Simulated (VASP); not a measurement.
Here is the system:

```yaml
crystal:
  lattice:
    - [0.00000, 2.10422, 2.10422]
    - [2.10422, 0.00000, 2.10422]
    - [2.10422, 2.10422, 0.00000]
  atoms:
    - { symbol: Nb, position: [0.00000, 0.00000, 0.00000] }
```

All values below come from r2SCAN meta-GGA with spin-orbit coupling, VASP's PBE PAW potentials (set 64) (plane waves; VASP 6.6.1). Settings: 400 eV cut-off, 13×13×13 Γ-centred mesh, Gaussian smearing of 0.050 eV, potentials Nb_sv.

### Question
What does the run give for the energy per atom (σ→0), band gap (over mesh and band path) with the smallest direct gap where there is one?

### Answer

The band gap (over mesh and band path) comes out as none (metal, semimetal or under 0.01 eV). The energy per atom (σ→0) is -24597 meV/atom.

Total energies compare only between runs with the same potentials, cut-off and functional.

The structure comes from a measured Nb entry (Fm-3m) of the Crystallography Open Database, whose conditions weren't checked. It was relaxed first.
